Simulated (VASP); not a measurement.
Consider the following.

```
LiCl
1.0
    0.00000     2.51754     2.51754
    2.51754     0.00000     2.51754
    2.51754     2.51754     0.00000
Li Cl
1 1
Direct
  0.00000   0.00000   0.00000
  0.50000   0.50000   0.50000
```

The numbers are results of PBE GGA, VASP's PBE PAW potentials (set 64) (plane waves; VASP), not measurements. Numerical set-up: 520 eV cut-off, 9×9×9 Γ-centred mesh, Gaussian smearing of 0.050 eV, potentials Li_sv Cl.

Q: The job: LiCl (rock salt), 2 atoms, PBE, static run, 520 eV, 9×9×9 Γ-centred mesh. Roughly how much core time does it take on a busy server core?

A: About 9 core-seconds (one run on a shared machine, a rough figure). It had 35 irreducible k-points, 9 bands, up to 889 plane waves and 14 electronic steps.

The compound is LiCl in the rock salt structure. This cell is one point of a volume scan, at 0.94 of the reference volume.
